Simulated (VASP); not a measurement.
Given:

```
AuCrO2
1.0
    1.47368     0.85083     6.06252
   -1.47368     0.85083     6.06252
    0.00000    -1.70166     6.06252
Cr Au O
1 1 2
Direct
  0.50000   0.50000   0.50000
  0.00000   0.00000   0.00000
  0.88674   0.88674   0.88674
  0.11326   0.11326   0.11326
```

All values below come from LDA (Ceperley-Alder, Perdew-Zunger) with spin-orbit coupling, VASP's LDA PAW potentials (set 64) (plane waves; VASP 6.6.1). Settings: 520 eV cut-off, 8×8×8 Γ-centred mesh, Gaussian smearing of 0.050 eV, potentials Cr_pv Au O.

The run has a spin-polarised start.

### Question
Give the energies of bands 29 to 42 at the high-symmetry points, in eV from the valence-band maximum.

### Answer

```json
[
 {"band": "29", "Γ": "-3.38", "T": "-2.29", "H2": "-3.03", "L": "-1.90", "S0": "-3.03", "F": "-2.13"},
 {"band": "30", "Γ": "-3.35", "T": "-2.22", "H2": "-2.90", "L": "-1.89", "S0": "-2.90", "F": "-1.97"},
 {"band": "31", "Γ": "-2.71", "T": "-1.79", "H2": "-1.48", "L": "-1.59", "S0": "-1.47", "F": "-1.73"},
 {"band": "32", "Γ": "-2.56", "T": "-1.74", "H2": "-1.26", "L": "-0.69", "S0": "-1.26", "F": "-0.92"},
 {"band": "33", "Γ": "-1.43", "T": "-1.46", "H2": "-0.96", "L": "-0.51", "S0": "-0.96", "F": "-0.69"},
 {"band": "34", "Γ": "-1.42", "T": "-1.46", "H2": "-0.46", "L": "-0.48", "S0": "-0.44", "F": "-0.66"},
 {"band": "35", "Γ": "-1.34", "T": "-0.33", "H2": "-0.03", "L": "-0.41", "S0": "-0.04", "F": "-0.13"},
 {"band": "36", "Γ": "0.19", "T": "1.01", "H2": "1.28", "L": "0.30", "S0": "1.27", "F": "1.11"},
 {"band": "37", "Γ": "1.03", "T": "1.01", "H2": "1.86", "L": "1.52", "S0": "1.86", "F": "1.51"},
 {"band": "38", "Γ": "1.03", "T": "1.93", "H2": "1.94", "L": "1.77", "S0": "1.93", "F": "1.57"},
 {"band": "39", "Γ": "1.57", "T": "2.27", "H2": "1.95", "L": "2.00", "S0": "1.95", "F": "1.92"},
 {"band": "40", "Γ": "2.53", "T": "2.35", "H2": "1.98", "L": "2.05", "S0": "1.98", "F": "1.99"},
 {"band": "41", "Γ": "2.64", "T": "2.40", "H2": "3.34", "L": "2.24", "S0": "3.34", "F": "2.02"},
 {"band": "42", "Γ": "2.68", "T": "2.41", "H2": "3.42", "L": "2.32", "S0": "3.41", "F": "2.54"}
]
```

The gap is indirect, 0.19 eV, from the valence maximum at (-0.38, 0.38, 0.00) to the conduction minimum at Γ.

The structure comes from a computed database's CrAuO2 entry (R-3m); how it stands against other phases isn't given here. It was relaxed first, which changed the volume by -5 %.
